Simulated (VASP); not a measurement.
A cell of Nb (bcc) near equilibrium:

```
CELL_PARAMETERS angstrom
     -1.65090     1.65090     1.65090
      1.65090    -1.65090     1.65090
      1.65090     1.65090    -1.65090
ATOMIC_POSITIONS crystal
  Nb 0.00000 0.00000 0.00000
```

Level of theory: r2SCAN meta-GGA, VASP's PBE PAW potentials (set 64) (plane waves; VASP).

| run | ΔE (meV/atom) | σxx | σyy | σzz | largest shear component, with its sign (GPa) | largest force (eV/Å) |
|---|---|---|---|---|---|---|
| as it is | 0.0 | 0.32 | 0.32 | 0.32 | 0.00 | 0.000 |
| after one change | 32.7 | -10.00 | -10.00 | -6.67 | 0.00 | 0.000 |
Stress is in GPa, positive when the cell is compressed.

Question: Name the change that produced these shifts.
(A) uniaxial strain of +4.0 % along z
(B) biaxial strain of +1.0 % in the yz plane
(C) biaxial strain of +3.0 % in the xy plane
(D) biaxial strain of -1.5 % in the yz plane

Answer: C, biaxial strain of +3.0 % in the xy plane

The compound is Nb in the bcc structure.
